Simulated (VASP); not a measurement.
Output of a VASP run:

File OSZICAR:
```
...
RMM:   2    -0.337324334695E+03   -0.21123E-02   -0.24223E-02   644   0.314E-01    0.110E-01
RMM:   3    -0.337324689099E+03   -0.35440E-03   -0.44138E-03   660   0.143E-01    0.522E-02
RMM:   4    -0.337324733395E+03   -0.44296E-04   -0.71140E-04   676   0.624E-02    0.301E-02
RMM:   5    -0.337324743293E+03   -0.98981E-05   -0.13039E-04   628   0.262E-02    0.140E-02
RMM:   6    -0.337324746071E+03   -0.27775E-05   -0.27188E-05   435   0.118E-02
   5 F= -.33732475E+03 E0= -.33732475E+03  d E =-.229097E+00  mag=     1.0000
       N       E                     dE             d eps       ncg     rms          rms(c)
DAV:   1    -0.337358566437E+03   -0.33823E-01   -0.78446E-01   664   0.170E+00    0.490E-01
RMM:   2    -0.337362640585E+03   -0.40741E-02   -0.47169E-02   644   0.483E-01    0.181E-01
RMM:   3    -0.337363216280E+03   -0.57569E-03   -0.80459E-03   655   0.219E-01    0.875E-02
RMM:   4    -0.337363283765E+03   -0.67485E-04   -0.13442E-03   662   0.959E-02    0.416E-02
RMM:   5    -0.337363307761E+03   -0.23996E-04   -0.30657E-04   688   0.444E-02    0.165E-02
RMM:   6    -0.337363314398E+03   -0.66374E-05   -0.67619E-05   555   0.194E-02
   6 F= -.33736331E+03 E0= -.33736331E+03  d E =-.385683E-01  mag=     1.0000
       N       E                     dE             d eps       ncg     rms          rms(c)
DAV:   1    -0.337366960288E+03   -0.36525E-02   -0.21609E-01   728   0.890E-01    0.258E-01
RMM:   2    -0.337368093498E+03   -0.11332E-02   -0.13119E-02   644   0.255E-01    0.954E-02
RMM:   3    -0.337368252209E+03   -0.15871E-03   -0.22335E-03   654   0.116E-01    0.459E-02
RMM:   4    -0.337368272989E+03   -0.20780E-04   -0.38618E-04   668   0.509E-02    0.221E-02
RMM:   5    -0.337368279283E+03   -0.62940E-05   -0.82220E-05   623   0.232E-02
   7 F= -.33736828E+03 E0= -.33736828E+03  d E =-.435332E-01  mag=     1.0000
       N       E                     dE             d eps       ncg     rms          rms(c)
DAV:   1    -0.337374291121E+03   -0.60181E-02   -0.21514E-01   664   0.867E-01    0.237E-01
RMM:   2    -0.337375507260E+03   -0.12161E-02   -0.13557E-02   644   0.252E-01    0.910E-02
RMM:   3    -0.337375669329E+03   -0.16207E-03   -0.23786E-03   660   0.115E-01    0.434E-02
RMM:   4    -0.337375689179E+03   -0.19851E-04   -0.39540E-04   672   0.504E-02    0.240E-02
RMM:   5    -0.337375694407E+03   -0.52279E-05   -0.76634E-05   608   0.214E-02
   8 F= -.33737569E+03 E0= -.33737569E+03  d E =-.741512E-02  mag=     1.0000
       N       E                     dE             d eps       ncg     rms          rms(c)
DAV:   1    -0.337375987250E+03   -0.29807E-03   -0.18990E-02   728   0.258E-01    0.705E-02
RMM:   2    -0.337376099603E+03   -0.11235E-03   -0.12326E-03   644   0.761E-02    0.272E-02
RMM:   3    -0.337376116438E+03   -0.16835E-04   -0.22383E-04   660   0.351E-02    0.138E-02
RMM:   4    -0.337376118614E+03   -0.21758E-05   -0.37110E-05   472   0.156E-02
   9 F= -.33737612E+03 E0= -.33737612E+03  d E =-.783933E-02  mag=     1.0000
       N       E                     dE             d eps       ncg     rms          rms(c)
DAV:   1    -0.337377408264E+03   -0.12918E-02   -0.41241E-02   664   0.387E-01    0.103E-01
RMM:   2    -0.337377604644E+03   -0.19638E-03   -0.22941E-03   644   0.106E-01    0.400E-02
RMM:   3    -0.337377629223E+03   -0.24579E-04   -0.39557E-04   652   0.488E-02    0.189E-02
RMM:   4    -0.337377633520E+03   -0.42962E-05   -0.74734E-05   637   0.219E-02
  10 F= -.33737763E+03 E0= -.33737763E+03  d E =-.151491E-02  mag=     1.0000
```

OUTCAR:
```
------------------------ aborting loop because EDIFF is reached ----------------------------------------
  FORCE on cell =-STRESS in cart. coord.  units (eV):
  Direction    XX          YY          ZZ          XY          YZ          ZX
  --------------------------------------------------------------------------------------
  Total       14.6803788     14.6489198     14.6666312     -0.0388613     -0.0825638     -0.0225255
  in kB       17.9781214     17.9395956     17.9612856     -0.0475910     -0.1011106     -0.0275855
  external PRESSURE =      17.9596676 kB  Pullay stress =       0.0000000 kB
  volume of cell :     1308.29
      direct lattice vectors                 reciprocal lattice vectors
    10.937074700  0.000000000  0.000000000     0.091432127  0.000000000  0.000000000
     0.000000000 10.937074700  0.000000000     0.000000000  0.091432127  0.000000000
     0.000000000  0.000000000 10.937074700     0.000000000  0.000000000  0.091432127
 POSITION                                       TOTAL-FORCE (eV/Angst)
 -----------------------------------------------------------------------------------
      5.46818      0.00131      0.00319         0.004114     -0.001070      0.005469
      6.84079      1.35586      1.35892         0.011217     -0.002344     -0.008138
      8.20410      2.73205      0.00438         0.000081      0.006255     -0.003866
      9.58083      4.09620      1.35859        -0.001269     -0.009798     -0.006810
      8.20428      0.00228      2.73475         0.000975     -0.009059      0.002542
      9.58262      1.35626      4.09602        -0.001743      0.000359     -0.003499
     10.93697     10.93707     10.93691         0.002099     -0.000951      0.003428
      1.37279      1.37259      1.37262        -0.014139     -0.007906     -0.015586
      2.73452      2.73402     10.93646        -0.000019      0.002869      0.006974
      4.09923      4.09824      1.36777        -0.003963      0.003086      0.007558
      5.46799      5.46761      0.00227         0.005411      0.000804     -0.000404
      6.83981      6.83963      1.36392        -0.004360      0.002803      0.012565
      8.20395      8.20408     10.93401         0.002322      0.000843      0.013457
      9.56481      9.56476      1.37288         0.011892      0.013834     -0.012705
      2.73457      0.00077      2.73475         0.003207      0.008534      0.006642
      4.09987      1.36875      4.09972        -0.003909      0.004370     -0.004083
      5.46370      2.69950      2.69892        -0.002910     -0.010231     -0.002509
      7.00531      3.93915      3.93788        -0.008640     -0.010316     -0.002595
      8.24259      5.48021      2.69642        -0.000403     -0.002542      0.006608
      9.57338      6.84079      4.09931        -0.011902      0.002868     -0.004447
      5.46811      0.00051      5.46785         0.004436      0.001235      0.009681
      6.83818      1.36602      6.83840        -0.002114      0.011401     -0.004649
      8.24290      2.69632      5.47806         0.002860     -0.000984     -0.007582
      9.57412      4.09752      6.84032        -0.012541      0.002778     -0.002591
      8.20276     10.93608      8.20327        -0.001694      0.007233      0.003610
      9.56479      1.37248      9.56470         0.013265     -0.006305      0.013349
     10.93569      5.46846      0.00406         0.001041     -0.002812      0.004273
      1.35522      6.84107      1.35739        -0.002830      0.009470     -0.004252
      2.73247      8.20522      0.00473         0.007084     -0.004591     -0.007722
      4.09595      9.58367      1.35757        -0.009593     -0.004445      0.000646
     10.93636      2.73426      2.73417         0.009376      0.002195      0.005188
      1.36699      4.09951      4.09885         0.007541     -0.001106     -0.000177
      2.69738      5.46234      2.69674        -0.003971     -0.000831      0.000064
      3.93514      7.00662      3.93395        -0.010935     -0.001570     -0.004037
      5.47899      8.24334      2.69510        -0.004317     -0.001060      0.002153
      6.84016      9.57211      4.09984        -0.002517     -0.012219     -0.005506
     10.93466     10.93600      5.46857        -0.000085     -0.001557      0.005803
      1.35454      1.35366      6.84067        -0.008666     -0.002535      0.007078
      2.69457      2.69590      5.46251         0.000020     -0.003822      0.009460
      3.92370      3.92965      7.01691         0.015887      0.005455     -0.023334
      7.00389      7.00193      7.01023         0.001484      0.008844     -0.006824
      8.23950      8.23906      5.46320         0.005399      0.004483     -0.002256
      9.57932      9.58128      6.84120         0.001249      0.006061      0.008320
      2.73385      0.00277      8.20389         0.002489     -0.007748      0.003827
      4.09636      1.35505      9.58376        -0.005783     -0.003009     -0.000788
      5.47775      2.69472      8.24471        -0.006874      0.002953      0.002218
      6.83992      4.09711      9.57559        -0.002554      0.002206     -0.008719
      8.24411      5.45770      8.24529        -0.004722      0.009101     -0.001667
      9.58373      6.84114      9.58340        -0.002639      0.004930     -0.001382
      0.00322      8.20508      2.73413        -0.008841     -0.001179      0.006654
      1.35597      9.58446      4.09601        -0.002657     -0.001900     -0.005337
      0.00011      5.46851      5.46794         0.001422      0.000341      0.011445
      1.36324      6.84064      6.83868         0.014743     -0.000320     -0.003926
      2.69524      8.24360      5.47700         0.000111      0.000310      0.000651
      4.09859      9.57317      6.83996        -0.003586     -0.014485     -0.004791
      0.00345      2.73303      8.20439        -0.004027      0.003685      0.002681
...
```
(Selected blocks of OUTCAR.)

### POSCAR
```
BiSi63
1
   10.9370747000     0.0000000000     0.0000000000
    0.0000000000    10.9370747000     0.0000000000
   -0.0000000000    -0.0000000000    10.9370747000
Si Bi
63 1
Direct
  0.5000000000   0.0000000000   0.0000000000
  0.6250000000   0.1250000000   0.1250000000
  0.7500000000   0.2500000000   0.0000000000
  0.8750000000   0.3750000000   0.1250000000
  0.7500000000   0.0000000000   0.2500000000
  0.8750000000   0.1250000000   0.3750000000
  0.0000000000   0.0000000000   0.0000000000
  0.1250000000   0.1250000000   0.1250000000
  0.2500000000   0.2500000000   0.0000000000
  0.3750000000   0.3750000000   0.1250000000
  0.5000000000   0.5000000000   0.0000000000
  0.6250000000   0.6250000000   0.1250000000
  0.7500000000   0.7500000000   0.0000000000
  0.8750000000   0.8750000000   0.1250000000
  0.2500000000   0.0000000000   0.2500000000
  0.3750000000   0.1250000000   0.3750000000
  0.5000000000   0.2500000000   0.2500000000
  0.6254290000   0.3793020000   0.3786580000
  0.7500000000   0.5000000000   0.2500000000
  0.8750000000   0.6250000000   0.3750000000
  0.5000000000   0.0000000000   0.5000000000
  0.6250000000   0.1250000000   0.6250000000
  0.7500000000   0.2500000000   0.5000000000
  0.8750000000   0.3750000000   0.6250000000
  0.7500000000   0.0000000000   0.7500000000
  0.8750000000   0.1250000000   0.8750000000
  0.0000000000   0.5000000000   0.0000000000
  0.1250000000   0.6250000000   0.1250000000
  0.2500000000   0.7500000000   0.0000000000
  0.3750000000   0.8750000000   0.1250000000
  0.0000000000   0.2500000000   0.2500000000
  0.1250000000   0.3750000000   0.3750000000
  0.2500000000   0.5000000000   0.2500000000
  0.3759740000   0.6267570000   0.3753710000
  0.5000000000   0.7500000000   0.2500000000
  0.6250000000   0.8750000000   0.3750000000
  0.0000000000   0.0000000000   0.5000000000
  0.1250000000   0.1250000000   0.6250000000
  0.2500000000   0.2500000000   0.5000000000
  0.3761170000   0.3793120000   0.6265250000
  0.6228090000   0.6212300000   0.6266010000
  0.7500000000   0.7500000000   0.5000000000
  0.8750000000   0.8750000000   0.6250000000
  0.2500000000   0.0000000000   0.7500000000
  0.3750000000   0.1250000000   0.8750000000
  0.5000000000   0.2500000000   0.7500000000
  0.6250000000   0.3750000000   0.8750000000
  0.7500000000   0.5000000000   0.7500000000
  0.8750000000   0.6250000000   0.8750000000
  0.0000000000   0.7500000000   0.2500000000
  0.1250000000   0.8750000000   0.3750000000
  0.0000000000   0.5000000000   0.5000000000
  0.1250000000   0.6250000000   0.6250000000
  0.2500000000   0.7500000000   0.5000000000
  0.3750000000   0.8750000000   0.6250000000
  0.0000000000   0.2500000000   0.7500000000
  0.1250000000   0.3750000000   0.8750000000
  0.2500000000   0.5000000000   0.7500000000
  0.3750000000   0.6250000000   0.8750000000
  0.5000000000   0.7500000000   0.7500000000
  0.6250000000   0.8750000000   0.8750000000
  0.0000000000   0.7500000000   0.7500000000
  0.1250000000   0.8750000000   0.8750000000
  0.4995110000   0.4974630000   0.5035510000
```

Q: Reconstruct the remaining input files.

A: Several could match; the one computed here: the input of the run itself, PBE GGA, plane waves, VASP's PBE PAW potentials (set 64).

File KPOINTS:
```
Automatic mesh
0
Gamma
1 1 1
0 0 0
```

**INCAR**
```
SYSTEM = BiSi63
PREC = Normal; ENCUT = 400; LREAL = Auto
LASPH = T; ISYM = 0
EDIFF = 1E-5; NELM = 100; NELMIN = 4
ALGO = Fast; LMAXMIX = 4
ISMEAR = 0; SIGMA = 0.05
GGA = PE
ISPIN = 2; MAGMOM = 64*0.0156; NUPDOWN = 1
IBRION = 2; NSW = 60; ISIF = 2
EDIFFG = -0.03
LWAVE = T; LCHARG = F; LORBIT = 10
```

POTCAR, in this order: Si Bi (PBE.64 set). Program: vasp_gam.

The supercell is sampled at Γ alone, which is coarse: total energies, pressure and levels can be off, energies of defects by several tenths of an eV.

The cell is a supercell with a defect, built from Si (diamond): Bi_Si.
